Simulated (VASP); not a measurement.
# Si2Ni under pressure and tension, part 2 of 2

Aim: follow Si2Ni from a squeezed to a stretched cell. The starting structure is a measured crystal structure from the Crystallography Open Database. All runs use LDA. The equilibrium cell comes from relaxations that aren't shown. At each volume, shape and positions are relaxed as far as symmetry leaves them free.

VASP 6.6.1.

Results so far: the equilibrium volume 0.0 GPa; 0.96 of the equilibrium volume 7.4 GPa; 1.04 of the equilibrium volume -6.1 GPa; 0.92 of the equilibrium volume 17.0 GPa.

**6. Relaxation at 0.98 of the equilibrium volume**

Level of this step: LDA, zero-moment start; plane waves and PAW (Ni, Si) (VASP).

File INCAR:

```
SYSTEM = Si2Ni
PREC = Accurate
ENCUT = 500
EDIFF = 1E-07
NELM = 100
ISMEAR = 0
SIGMA = 0.05
LREAL = .FALSE.
ALGO = Normal
GGA = CA
NBANDS = 16
ISPIN = 2
MAGMOM = 0 0 0
LASPH = .TRUE.
LMAXMIX = 4
LORBIT = 11
LWAVE = .FALSE.
LCHARG = .FALSE.
KPAR = 4
IBRION = 2
NSW = 50
ISIF = 4
EDIFFG = -0.003
```

File POSCAR:

```
Si2Ni
1.0
    0.0000000000      2.6573359060      2.6573359060
    2.6573359060      0.0000000000      2.6573359060
    2.6573359060      2.6573359060      0.0000000000
Ni Si
1 2
Direct
    0.0000000000      0.0000000000      0.0000000000
    0.2500000000      0.2500000000      0.2500000000
    0.7500000000      0.7500000000      0.7500000000
```

File KPOINTS:

```
Automatic mesh
0
Gamma
12 12 12
0 0 0
```

Potentials, in the order of the species: Ni and Si (LDA family, release 64).

Command:

```console
$ mpirun -np 4 vasp_std
```

The program printed:

```text
[... set-up lines as in an earlier step ...]
 entering main loop
       N       E                     dE             d eps       ncg     rms          rms(c)
DAV:   1     0.615532691570E+02    0.61553E+02   -0.77113E+03  4640   0.114E+03
DAV:   2    -0.186238362963E+02   -0.80177E+02   -0.73225E+02  5096   0.214E+02
DAV:   3    -0.219366635256E+02   -0.33128E+01   -0.32658E+01  6000   0.476E+01
DAV:   4    -0.219901282462E+02   -0.53465E-01   -0.53434E-01  5488   0.583E+00
[...]
DAV:  13    -0.198896058150E+02    0.15314E-05   -0.28503E-06  7064   0.295E-02    0.103E-02
DAV:  14    -0.198896054674E+02    0.34754E-06   -0.16852E-06  6288   0.320E-02    0.312E-03
DAV:  15    -0.198896054466E+02    0.20823E-07   -0.34150E-07  4416   0.726E-03
   1 F= -.19889605E+02 E0= -.19888981E+02  d E =-.198896E+02  mag=     0.0000
[...]
reached required accuracy - stopping structural energy minimisation
```

Wall time 27 s (4 MPI ranks of AMD EPYC 7R43, shared host); peak memory 0.64 GiB.

From OUTCAR (step 6):

```text
  Total        0.8073409      0.8073409      0.8073409      0.0000000      0.0000000      0.0000000
  in kB       34.4665802     34.4665802     34.4665802      0.0000000      0.0000000      0.0000000
  external PRESSURE =      34.4665802 kB  Pullay stress =       0.0000000 kB

 POSITION                                       TOTAL-FORCE (eV/Angst)
 -----------------------------------------------------------------------------------
      0.00000      0.00000      0.00000        -0.000000      0.000000     -0.000000
      1.32867      1.32867      1.32867        -0.000000     -0.000000      0.000000
      3.98600      3.98600      3.98600         0.000000      0.000000     -0.000000
 -----------------------------------------------------------------------------------
    total drift:                               -0.000000     -0.000000      0.000000

  FREE ENERGIE OF THE ION-ELECTRON SYSTEM (eV)
  ---------------------------------------------------
  free  energy   TOTEN  =       -19.8896054466 eV

  energy  without entropy=      -19.8883565638  energy(sigma->0) =      -19.88898101

 magnetization (x)
# of ion       s       p       d       tot
------------------------------------------
    1       -0.000   0.000   0.000   0.000
    2       -0.000  -0.000   0.000  -0.000
    3       -0.000  -0.000   0.000  -0.000
--------------------------------------------------
tot         -0.000  -0.000   0.000   0.000

[... 2 parts as in an earlier step ...]

[... 2 further parts left out ...]
[key lines of the parts left out:]
E-fermi :  11.1359
```

0.98 of the equilibrium volume: 12.510 Å³ an atom and a pressure of 3.45 GPa. Further runs on this cell, not shown, give the modes T2g 342.1, T1u 328.5 cm⁻¹.

**7. Relaxation at 1.02 of the equilibrium volume**

INCAR is that of step 6.

File POSCAR:

```
Si2Ni
1.0
    0.0000000000      2.6930091011      2.6930091011
    2.6930091011      0.0000000000      2.6930091011
    2.6930091011      2.6930091011      0.0000000000
Ni Si
1 2
Direct
    0.0000000000      0.0000000000      0.0000000000
    0.2500000000      0.2500000000      0.2500000000
    0.7500000000      0.7500000000      0.7500000000
```

KPOINTS is that of step 6.

Command:

```console
$ mpirun -np 4 vasp_std
```

The program printed:

```text
[... set-up lines as in an earlier step ...]
 entering main loop
       N       E                     dE             d eps       ncg     rms          rms(c)
DAV:   1     0.606200909850E+02    0.60620E+02   -0.75935E+03  4656   0.113E+03
DAV:   2    -0.186264641822E+02   -0.79247E+02   -0.72517E+02  5024   0.210E+02
DAV:   3    -0.218835451723E+02   -0.32571E+01   -0.32042E+01  6144   0.465E+01
DAV:   4    -0.219370874679E+02   -0.53542E-01   -0.53514E-01  5440   0.578E+00
[...]
DAV:  13    -0.198903059971E+02    0.89639E-05   -0.17226E-05  6080   0.108E-01    0.467E-03
DAV:  14    -0.198903062216E+02   -0.22449E-06   -0.19282E-06  6920   0.159E-02    0.358E-03
DAV:  15    -0.198903061851E+02    0.36438E-07   -0.87886E-08  3000   0.416E-03
   1 F= -.19890306E+02 E0= -.19889641E+02  d E =-.198903E+02  mag=    -0.0000
[...]
reached required accuracy - stopping structural energy minimisation
```

The job ended after 21 s (4 MPI ranks; peak memory 0.66 GiB).

From OUTCAR (step 7):

```text
  Total       -0.7832647     -0.7832647     -0.7832647      0.0000000      0.0000000      0.0000000
  in kB      -32.1274090    -32.1274090    -32.1274090      0.0000000      0.0000000      0.0000000
  external PRESSURE =     -32.1274090 kB  Pullay stress =       0.0000000 kB

 POSITION                                       TOTAL-FORCE (eV/Angst)
 -----------------------------------------------------------------------------------
      0.00000      0.00000      0.00000        -0.000000     -0.000000     -0.000000
      1.34650      1.34650      1.34650        -0.000000     -0.000000     -0.000000
      4.03951      4.03951      4.03951         0.000000      0.000000      0.000000
 -----------------------------------------------------------------------------------
    total drift:                               -0.000000     -0.000000      0.000000

  FREE ENERGIE OF THE ION-ELECTRON SYSTEM (eV)
  ---------------------------------------------------
  free  energy   TOTEN  =       -19.8903061851 eV

  energy  without entropy=      -19.8889767017  energy(sigma->0) =      -19.88964144

 magnetization (x)
# of ion       s       p       d       tot
------------------------------------------
    1       -0.000   0.000  -0.000  -0.000
    2       -0.000  -0.000   0.000  -0.000
    3       -0.000  -0.000   0.000  -0.000
--------------------------------------------------
tot         -0.000  -0.000  -0.000  -0.000

[... 2 parts as in an earlier step ...]

[... 2 further parts left out ...]
[key lines of the parts left out:]
E-fermi :  10.4915
```

1.02 of the equilibrium volume: 13.020 Å³ an atom and a pressure of -3.21 GPa. Further runs on this cell, not shown, give the modes T2g 320.6, T1u 300.6 cm⁻¹.

**8. Relaxation at 0.9 of the equilibrium volume**

INCAR is that of step 7.

File POSCAR:

```
Si2Ni
1.0
    0.0000000000      2.5829654696      2.5829654696
    2.5829654696      0.0000000000      2.5829654696
    2.5829654696      2.5829654696      0.0000000000
Ni Si
1 2
Direct
    0.0000000000      0.0000000000      0.0000000000
    0.2500000000      0.2500000000      0.2500000000
    0.7500000000      0.7500000000      0.7500000000
```

KPOINTS is that of step 7.

Command:

```console
$ mpirun -np 4 vasp_std
```

The program printed:

```text
[... set-up lines as in an earlier step ...]
 entering main loop
       N       E                     dE             d eps       ncg     rms          rms(c)
DAV:   1     0.649628955072E+02    0.64963E+02   -0.76939E+03  4656   0.116E+03
DAV:   2    -0.183448508364E+02   -0.83308E+02   -0.76598E+02  5192   0.221E+02
DAV:   3    -0.218173474815E+02   -0.34725E+01   -0.34096E+01  5992   0.490E+01
DAV:   4    -0.218715675969E+02   -0.54220E-01   -0.54199E-01  5472   0.591E+00
[...]
DAV:  13    -0.196537731770E+02    0.14709E-05   -0.15866E-06  7016   0.285E-02    0.793E-03
DAV:  14    -0.196537725925E+02    0.58451E-06   -0.17494E-06  6256   0.331E-02    0.291E-03
DAV:  15    -0.196537726413E+02   -0.48789E-07   -0.31880E-07  4328   0.398E-03
   1 F= -.19653773E+02 E0= -.19653290E+02  d E =-.196538E+02  mag=     0.0000
[...]
reached required accuracy - stopping structural energy minimisation
```

The job ended after 21 s (4 MPI ranks; peak memory 0.64 GiB; 80 s of CPU time).

From OUTCAR (step 8):

```text
  Total        4.8913987      4.8913987      4.8913987      0.0000000      0.0000000      0.0000000
  in kB      227.3829245    227.3829245    227.3829245      0.0000000      0.0000000      0.0000000
  external PRESSURE =     227.3829245 kB  Pullay stress =       0.0000000 kB

 POSITION                                       TOTAL-FORCE (eV/Angst)
 -----------------------------------------------------------------------------------
      0.00000      0.00000      0.00000        -0.000000     -0.000000      0.000000
      1.29148      1.29148      1.29148         0.000000      0.000000      0.000000
      3.87445      3.87445      3.87445        -0.000000     -0.000000     -0.000000
 -----------------------------------------------------------------------------------
    total drift:                               -0.000000     -0.000000      0.000000

  FREE ENERGIE OF THE ION-ELECTRON SYSTEM (eV)
  ---------------------------------------------------
  free  energy   TOTEN  =       -19.6537726413 eV

  energy  without entropy=      -19.6528066569  energy(sigma->0) =      -19.65328965

[... 3 parts as in an earlier step ...]

[... 2 further parts left out ...]
[key lines of the parts left out:]
E-fermi :  12.6572
```

0.9 of the equilibrium volume: 11.489 Å³ an atom and a pressure of 22.74 GPa. Further runs on this cell, not shown, give the modes T2g 413.4, T1u 387.2 cm⁻¹.

**9. Relaxation at 1.06 of the equilibrium volume**

INCAR is that of step 8.

File POSCAR:

```
Si2Ni
1.0
    0.0000000000      2.7277614386      2.7277614386
    2.7277614386      0.0000000000      2.7277614386
    2.7277614386      2.7277614386      0.0000000000
Ni Si
1 2
Direct
    0.0000000000      0.0000000000      0.0000000000
    0.2500000000      0.2500000000      0.2500000000
    0.7500000000      0.7500000000      0.7500000000
```

KPOINTS is that of step 8.

Command:

```console
$ mpirun -np 4 vasp_std
```

The program printed:

```text
[... set-up lines as in an earlier step ...]
 entering main loop
       N       E                     dE             d eps       ncg     rms          rms(c)
DAV:   1     0.606096748150E+02    0.60610E+02   -0.76383E+03  4648   0.111E+03
DAV:   2    -0.184640345817E+02   -0.79074E+02   -0.72253E+02  5064   0.209E+02
DAV:   3    -0.217761017785E+02   -0.33121E+01   -0.32513E+01  6128   0.467E+01
DAV:   4    -0.218295302897E+02   -0.53429E-01   -0.53408E-01  5408   0.577E+00
[...]
DAV:  14    -0.198338948153E+02   -0.10923E-06   -0.30714E-06  7032   0.315E-02    0.461E-03
DAV:  15    -0.198338946583E+02    0.15706E-06   -0.44447E-07  4680   0.113E-02    0.174E-03
DAV:  16    -0.198338946185E+02    0.39835E-07   -0.70256E-08  2808   0.549E-03
   1 F= -.19833895E+02 E0= -.19832955E+02  d E =-.198339E+02  mag=    -0.0000
[...]
reached required accuracy - stopping structural energy minimisation
```

Wall time 23 s (4 MPI ranks); peak memory 0.67 GiB; 85 s of CPU time.

From OUTCAR (step 9):

```text
  Total       -2.1331935     -2.1331935     -2.1331935     -0.0000000     -0.0000000     -0.0000000
  in kB      -84.1960414    -84.1960414    -84.1960414     -0.0000000     -0.0000000     -0.0000000
  external PRESSURE =     -84.1960414 kB  Pullay stress =       0.0000000 kB

 POSITION                                       TOTAL-FORCE (eV/Angst)
 -----------------------------------------------------------------------------------
      0.00000      0.00000      0.00000         0.000000      0.000000      0.000000
      1.36388      1.36388      1.36388        -0.000000     -0.000000     -0.000000
      4.09164      4.09164      4.09164         0.000000      0.000000      0.000000
 -----------------------------------------------------------------------------------
    total drift:                               -0.000000     -0.000000      0.000000

  FREE ENERGIE OF THE ION-ELECTRON SYSTEM (eV)
  ---------------------------------------------------
  free  energy   TOTEN  =       -19.8338946185 eV

  energy  without entropy=      -19.8320157941  energy(sigma->0) =      -19.83295521

 magnetization (x)
# of ion       s       p       d       tot
------------------------------------------
    1       -0.000  -0.000  -0.000  -0.000
    2       -0.000   0.000   0.000  -0.000
    3       -0.000   0.000   0.000  -0.000
--------------------------------------------------
tot         -0.000  -0.000  -0.000  -0.000

[... 2 parts as in an earlier step ...]

[... 2 further parts left out ...]
[key lines of the parts left out:]
E-fermi :   9.8821
```

1.06 of the equilibrium volume: 13.531 Å³ an atom and a pressure of -8.42 GPa. Further runs on this cell, not shown, give the modes T2g 281.4, T1u 276.9 cm⁻¹.

**10. All runs side by side**

| run | volume (Å³/atom) | pressure (GPa) | T2g | T1u | core minutes |
| --- | --- | --- | --- | --- | --- |
| 0.9 of the equilibrium volume | 11.489 | 22.74 | 413.4 | 387.2 | 1.4 |
| 0.92 of the equilibrium volume | 11.744 | 16.98 | 398.9 | 372.1 | 1.32 |
| 0.96 of the equilibrium volume | 12.254 | 7.37 | 369.9 | 342.8 | 1.47 |
| 0.98 of the equilibrium volume | 12.51 | 3.45 | 342.1 | 328.5 | 1.8 |
| the equilibrium volume | 12.765 | -0.03 | 320.9 | 314.2 | 1.4 |
| 1.02 of the equilibrium volume | 13.02 | -3.21 | 320.6 | 300.6 | 1.4 |
| 1.04 of the equilibrium volume | 13.276 | -6.06 | 307.0 | 288.0 | 1.4 |
| 1.06 of the equilibrium volume | 13.531 | -8.42 | 281.4 | 276.9 | 1.53 |

Modes are in cm⁻¹ and matched by symmetry and order, imaginary ones as negative numbers. A number in brackets counts the listed modes of one symmetry from the lowest. The symmetry labels come from an automatic analysis and can be wrong where levels nearly coincide. Core minutes are wall time times ranks of the run shown, on a shared host.

**11. Outcome**

```
pressure at 0.9 of the equilibrium volume  : 22.74 GPa
pressure at 0.92 of the equilibrium volume : 16.98 GPa
pressure at 0.96 of the equilibrium volume : 7.37 GPa
pressure at 0.98 of the equilibrium volume : 3.45 GPa
pressure at the equilibrium volume         : -0.03 GPa
pressure at 1.02 of the equilibrium volume : -3.21 GPa
pressure at 1.04 of the equilibrium volume : -6.06 GPa
pressure at 1.06 of the equilibrium volume : -8.42 GPa
```

In words: Between 0.9 of the equilibrium volume and 1.06 of the equilibrium volume the pressure on Si2Ni goes from 22.7 to -8.4 GPa. The T2g mode goes from 413 to 281 cm⁻¹, a mean mode Grüneisen parameter of 2.4. The T1u mode goes from 387 to 277 cm⁻¹, a mean mode Grüneisen parameter of 2.0. Further runs on this material are not shown.

[Lines on the potential files, build, host, timing and source positions are cut from VASP's logs without a mark.]

[Logs are printed without paths, hosts, clocks, repeated set-up lines and the standing remarks that a program may print on its own settings, such as how far it seeks lower states.]

[Hosts, paths, dates, database ids (printed as entryN), source tags and the programs' standing remarks are cut or masked in the printed files.]
